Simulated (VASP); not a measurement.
An input for Ansatz (written as the equivalent of a VASP run, and not itself run):

Ansatz 0.2 input:
```yaml
crystal:
  lattice:
    - [6.2763829, 0.0000000, -0.0001397]
    - [0.0000000, 3.8386639, 0.0000000]
    - [-0.0053872, 0.0000000, 6.6556190]
  atoms:
    - { symbol: Mg, position: [0.5003539, 0.0000000, 0.6664625] }
    - { symbol: Zn, position: [0.4995884, 0.5000000, 0.1667232] }
    - { symbol: Zn, position: [0.9993353, 0.5000000, 0.8364968] }
    - { symbol: Zn, position: [0.9987387, 0.0000000, 0.3299606] }
    - { symbol: S, position: [0.1123525, 0.0000000, 0.6653301] }
    - { symbol: S, position: [0.1271003, 0.5000000, 0.1673066] }
    - { symbol: S, position: [0.6307563, 0.5000000, 0.8440235] }
    - { symbol: S, position: [0.6278745, 0.0000000, 0.3235966] }
kpoints:
  mp_grid: { grid: [3, 5, 3] }
hamiltonian:
  xc: r2scan
  pseudopotentials: { kind: paw }
scf:
  occupations: { method: gaussian, width: 0.05 }
  max_iter: 100
relax:
  max_steps: 60
  f_tol: 0.02
  cell: {}
output: { forces: true, stress: true, eigenvalues: true }
```

### Question
Write the VASP files for the same calculation (r2SCAN).

### Answer
Several could match; the one computed here: 
### INCAR
```
SYSTEM = MgZn3S4
PREC = Accurate; ENCUT = 400; LREAL = .FALSE.
LASPH = .TRUE.
EDIFF = 1E-6; NELM = 100; ALGO = Normal
LMAXMIX = 4; LMIXTAU = .TRUE.
ISMEAR = 0; SIGMA = 0.05
METAGGA = R2SCAN
IBRION = 2; NSW = 60; ISIF = 3
EDIFFG = -0.02
LWAVE = .FALSE.; LCHARG = .FALSE.
```

File POSCAR:
```
MgZn3S4
1
    6.2763829033     0.0000000000    -0.0001397415
    0.0000000000     3.8386638772     0.0000000000
   -0.0053872060     0.0000000000     6.6556189691
Mg Zn S
1 3 4
Direct
  0.5003539306   0.0000000000   0.6664625476
  0.4995884091   0.5000000000   0.1667231953
  0.9993352910   0.5000000000   0.8364967891
  0.9987387190   0.0000000000   0.3299605819
  0.1123524793   0.0000000000   0.6653300790
  0.1271002877   0.5000000000   0.1673066483
  0.6307563418   0.5000000000   0.8440235497
  0.6278745416   0.0000000000   0.3235966092
```

File KPOINTS:
```
Regular mesh
0
Gamma
3 5 3
0 0 0
```

POTCAR, in this order: Mg Zn S (PBE.64 set). Program: vasp_std.

Limits of the translation: each code has its own PAW files, so the cut-off isn't converted (ENCUT is set for VASP's; basis.ecutwfc is left out, and Ansatz then takes the one that its files recommend); Ansatz stops its SCF on the density residual and VASP on the energy change (EDIFF).

The structure comes from a computed database's MgZn3S4 entry (Pm); how it stands against other phases isn't given here. This run relaxes it. Symmetry was kept, so distortions that lower it aren't found. The start is the result of an earlier pass.
